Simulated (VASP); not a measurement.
VASP input:

KPOINTS:
```
Automatic
0
gamma
9 9 10
0 0 0
```

### INCAR
```
SYSTEM = In
PREC = Accurate; ENCUT = 300; LREAL = .FALSE.
LASPH = .TRUE.
EDIFF = 1E-6; NELM = 100; ALGO = Normal
LMAXMIX = 4
ISMEAR = -1; SIGMA = 0.1
GGA = PS
ISIF = 2
LWAVE = .FALSE.; LCHARG = .FALSE.
```

### POSCAR
```
In
1
   -1.6250000000     1.6250000000     2.4750000000
    1.6250000000    -1.6250000000     2.4750000000
    1.6250000000     1.6250000000    -2.4750000000
In
1
Direct
  0.0000000000   0.0000000000   0.0000000000
```

POTCAR, in this order: In_d (PBE.64 set). Program: vasp_std.

### Question
Write an equivalent input for Quantum ESPRESSO's pw.x.

### Answer
One equivalent input (not run):
```
&CONTROL
  calculation = 'scf'
  pseudo_dir = './pseudo'
  outdir = './out'
  tprnfor = .true.
  tstress = .true.
/
&SYSTEM
  ibrav = 0
  nat = 1
  ntyp = 1
  ecutwfc = 70
  occupations = 'smearing'
  smearing = 'fermi-dirac'
  degauss = 0.00735
  input_dft = 'pbesol'
/
&ELECTRONS
  conv_thr = 7.3e-08
  electron_maxstep = 100
/
ATOMIC_SPECIES
  In 114.818 In.upf
CELL_PARAMETERS angstrom
    -1.6250000    1.6250000    2.4750000
     1.6250000   -1.6250000    2.4750000
     1.6250000    1.6250000   -2.4750000
ATOMIC_POSITIONS crystal
  In   0.0000000  0.0000000  0.0000000
K_POINTS automatic
  9 9 10 0 0 0
```
What does not carry over: the potentials are each code's own (VASP's PAW set, PseudoDojo norm-conserving files in pw.x), so ENCUT and ecutwfc are chosen apart and not converted; conv_thr bounds pw.x's estimated SCF error, while EDIFF bounds the energy change between steps.

The structure is a typed In crystal. The cell was not relaxed at this level. The run is one of a series of settings (GGA = PS against the base run), some of them coarse on purpose.
